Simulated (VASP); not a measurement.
Given:

```xyz
2
Lattice="0.0000 3.1985 3.1985 3.1985 0.0000 3.1985 3.1985 3.1985 0.0000" Properties=species:S:1:pos:R:3 pbc="T T T"
Pd     0.0000     0.0000     0.0000
Te     1.5993     1.5993     1.5993
```

These are PBEsol GGA, VASP's PBE PAW potentials (set 64) (plane waves; VASP) values and carry that method's errors. Settings: 400 eV cut-off, 9×9×9 Γ-centred mesh, first-order Methfessel-Paxton smearing of 0.10 eV, potentials Pd Te.

Energy and stress use the plane-wave basis of the starting cell.

Question: The ions, cell shape and volume are relaxed. Predict the relaxed structure.

Answer: 
```xyz
2
Lattice="0.0000 2.9709 2.9709 2.9709 0.0000 2.9709 2.9709 2.9709 0.0000" Properties=species:S:1:pos:R:3 pbc="T T T"
Pd     0.0000     0.0000     0.0000
Te     1.4854     1.4854     1.4854
```
Space group F-43m (216), at a tolerance of 0.03 Å.

Question: How do energy and volume change from the first to the last step?

Answer: The energy (σ→0) changes by -261.4 meV/atom and the volume by -19.9 %, in 6 ionic steps.

```
step  E(σ→0) (eV)  max force (eV/Å)  pressure (GPa)  volume (Å³)
----  -----------  ----------------  --------------  -----------
1         -9.2035             0.000          -10.22        65.45
2         -9.5867             0.000           10.14        47.60
3         -9.7262             0.000           -0.13        52.54
4         -9.7261             0.000            0.23        52.30
5         -9.7262             0.000           -0.15        52.57
6         -9.7262             0.000            0.01        52.44
```

The structure was generated: PdTe was put into the zinc blende type (F-43m), which need not be its known phase. This run relaxes it. Symmetry was kept, so distortions that lower it aren't found.
